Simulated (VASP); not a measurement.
Input:

```xyz
4
Lattice="1.9009 -3.2924 0.0000 1.9009 3.2924 0.0000 0.0000 0.0000 4.9320" Properties=species:S:1:pos:R:3 pbc="T T T"
Ni     0.0000     0.0000     2.4660
Ni     0.0000     0.0000     0.0000
Sb     1.9009     1.0975     1.2330
Sb     1.9009    -1.0975     3.6990
```

Calculation: LDA (Ceperley-Alder, Perdew-Zunger), VASP's LDA PAW potentials (set 64) (plane waves; VASP). Run with 520 eV cut-off, 9×9×6 Γ-centred mesh, first-order Methfessel-Paxton smearing of 0.10 eV, potentials Ni Sb.

### Question
Give the stress tensor in GPa (positive for a compressed cell).

### Answer

```
9.85  0.00  0.00
0.00  9.85  0.00
0.00  0.00  9.93
```
The pressure is its mean diagonal, 9.88 GPa.

The compound is NiSb in the NiAs type structure. This cell is one point of a volume scan, at 0.94 of the reference volume. The run is not spin-polarised, so no magnetic state was tried.
